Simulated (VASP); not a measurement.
Input:

```
PtSe2
1.0
    1.88726    -3.26884     0.00000
    1.88726     3.26884     0.00000
    0.00000     0.00000     5.31345
Pt Se
1 2
Direct
  0.00000   0.00000   0.00000
  0.33333   0.66667   0.24664
  0.66667   0.33333   0.75336
```

Level of theory: r2SCAN+rVV10, VASP's PBE PAW potentials (set 64) (plane waves; VASP 6.6.1). Run with 520 eV cut-off, 9×9×6 Γ-centred mesh, first-order Methfessel-Paxton smearing of 0.10 eV, potentials Pt Se.

**Question.** The ions and cell shape at fixed volume are relaxed. Predict the relaxed structure.

**Answer.** 
```
PtSe2
1.0
    1.86437    -3.22918     0.00000
    1.86437     3.22918     0.00000
    0.00000     0.00000     5.44474
Pt Se
1 2
Direct
  0.00000   0.00000   0.00000
  0.33333   0.66667   0.23973
  0.66667   0.33333   0.76027
```
Space group P-3m1 (164), at a tolerance of 0.03 Å.

**Question.** How much energy does the relaxation gain?

**Answer.** The energy (σ→0) changes by -6.4 meV/atom, in 6 ionic steps.

The compound is PtSe2 in the 1T layered structure. This cell is one point of a volume scan, at 1.03 of the reference volume. Symmetry was kept, so distortions that lower it aren't found.
